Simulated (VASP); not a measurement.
A VASP calculation is set up with these files.

**INCAR**
```
! general
SYSTEM = BeS
PREC   = Accurate
ENCUT  = 400
LREAL  = .FALSE.
LASPH  = .TRUE.

! electronic loop
EDIFF  = 1E-7
NELM   = 100
ALGO   = Normal

! smearing
ISMEAR = -5

! functional
GGA    = PS

! ions
ISIF   = 2

! output
LWAVE  = .FALSE.
LCHARG = .TRUE.
LORBIT = 11
NEDOS  = 601
```

**KPOINTS**
```
Automatic mesh
0
Gamma
11 11 11
0 0 0
```

### POSCAR
```
BeS
1
   -0.0000000000     2.4203570467     2.4203570467
    2.4203570467    -0.0000000000     2.4203570467
    2.4203570467     2.4203570467    -0.0000000000
Be S
1 1
Direct
  0.0000000000   0.0000000000   0.0000000000
  0.2500000000   0.2500000000   0.2500000000
```

POTCAR, in this order: Be S (PBE.64 set). Program: vasp_std.

Question: Translate this PBEsol calculation to Quantum ESPRESSO's pw.x.

Answer: One equivalent input (not run):
```
&CONTROL
  calculation = 'scf'
  pseudo_dir = './pseudo'
  outdir = './out'
  tprnfor = .true.
  tstress = .true.
/
&SYSTEM
  ibrav = 0
  nat = 2
  ntyp = 2
  ecutwfc = 88
  occupations = 'tetrahedra'
  input_dft = 'pbesol'
/
&ELECTRONS
  conv_thr = 7.3e-09
  electron_maxstep = 100
/
ATOMIC_SPECIES
  Be 9.012 Be.upf
  S 32.060 S.upf
CELL_PARAMETERS angstrom
    -0.0000000    2.4203570    2.4203570
     2.4203570   -0.0000000    2.4203570
     2.4203570    2.4203570   -0.0000000
ATOMIC_POSITIONS crystal
  Be   0.0000000  0.0000000  0.0000000
  S    0.2500000  0.2500000  0.2500000
K_POINTS automatic
  11 11 11 0 0 0
```
Limits of the translation: the potentials are each code's own (VASP's PAW set, PseudoDojo norm-conserving files in pw.x), so ENCUT and ecutwfc are chosen apart and not converted; conv_thr bounds pw.x's estimated SCF error, while EDIFF bounds the energy change between steps.

The compound is BeS in the zinc blende structure. It was relaxed first.
